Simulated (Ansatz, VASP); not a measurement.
ZrPbO4: VASP beside Ansatz

```xyz
6
Lattice="3.6620 0.0000 0.0000 -1.8310 3.1714 0.0000 0.0000 0.0000 6.2558" Properties=species:S:1:pos:R:3 pbc="T T T"
Zr    0.0000    0.0000    3.1279
Pb    0.0000    0.0000    0.0000
O     0.0000    2.1143    4.3942
O     0.0000    2.1143    1.8616
O     1.8310    1.0571    1.8616
O     1.8310    1.0571    4.3942
```

Alike in both runs: functional PBE; k mesh 6 × 6 × 4; occupations gaussian, width 0.1 eV; no spin polarisation.

Ansatz relaxed the structure, and its values are those at the end. VASP's run is a single point on that final structure, the one shown.

```csv
,VASP,Ansatz
version,VASP 6.6.1,Ansatz 0.2.0
potentials or method,"VASP PAW PBE potentials, release 64 (Zr_sv, Pb_d, O)","scalar-relativistic, plane waves, PAW"
plane-wave cutoff (eV),520,420
valence electrons in the cell,50,50
```

```tsv
	VASP	Ansatz	Ansatz less VASP
gap on the k mesh at the Fermi level (eV)	none	none	-
pressure (GPa)	-0.1	0.0	+0.04
rms of the force components (eV/Å)	0.004	0.000	-0.0037
```

A gap of «none» marks a metal or a gap that the smearing closes.

The runs have no spin-orbit coupling, so splittings on Pb are missing.
